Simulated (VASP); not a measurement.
Calculation: rev-vdW-DF2, VASP's PBE PAW potentials (set 64) (plane waves; VASP 6.6.1).

Input for VASP

POSCAR:
```
SrTiO3
1
    3.9169481973    -0.0000000000     0.0000000000
    0.0000000000     3.9169481973    -0.0000000000
   -0.0000000000    -0.0000000000     3.9169481973
Sr Ti O
1 1 3
Direct
  0.0000000000   0.0000000000   0.0000000000
  0.5000000000   0.5000000000   0.5000000000
  0.5000000000   0.0000000000   0.5000000000
  0.0000000000   0.5000000000   0.5000000000
  0.5000000000   0.5000000000   0.0000000000
```

INCAR:
```
SYSTEM = SrTiO3
PREC = Accurate
ENCUT = 520
EDIFF = 1E-7
NELM = 100
ALGO = Normal
LREAL = .FALSE.
LASPH = .TRUE.
ISMEAR = -5
GGA = MK
PARAM1 = 0.1234568
PARAM2 = 0.7114
ZAB_VDW = -1.8867
LUSE_VDW = .TRUE.
AGGAC = 0.0
LMAXMIX = 4
LWAVE = .FALSE.
LCHARG = .TRUE.
LORBIT = 11
NEDOS = 601
ISIF = 2
LEFG = .TRUE.
```

File KPOINTS:
```
Automatic mesh
0
Gamma
6 6 6
0 0 0
```

POTCAR, in this order: Sr_sv Ti_sv O (PBE.64 set). Program: vasp_std.

**Question.** What does the run give for the energy per atom (σ→0), band gap (on the k-mesh)?

**Answer.** 
```
Property                           Value
------------------------  --------------
energy per atom (σ→0)     -6.427 eV/atom
band gap (on the k-mesh)         1.82 eV
```

File OSZICAR:
```
...
DAV:  12    -0.321357207414E+02    0.16389E-03   -0.22706E-03  1152   0.523E-01    0.859E-02
DAV:  13    -0.321356729699E+02    0.47772E-04   -0.39382E-04  1488   0.193E-01    0.506E-02
DAV:  14    -0.321356733169E+02   -0.34707E-06   -0.53941E-05  1208   0.576E-02    0.186E-02
DAV:  15    -0.321356704265E+02    0.28904E-05   -0.23607E-05  1360   0.519E-02    0.569E-03
DAV:  16    -0.321356706243E+02   -0.19775E-06   -0.20998E-06  1248   0.143E-02    0.417E-03
DAV:  17    -0.321356704520E+02    0.17228E-06   -0.43998E-07  1144   0.865E-03    0.115E-03
DAV:  18    -0.321356704133E+02    0.38634E-07   -0.62562E-08   552   0.193E-03
   1 F= -.32135670E+02 E0= -.32135670E+02  d E =0.000000E+00
```

The compound is SrTiO3 in the cubic perovskite structure, the ideal cubic form; the compound distorts at low or room temperature. It was relaxed first.
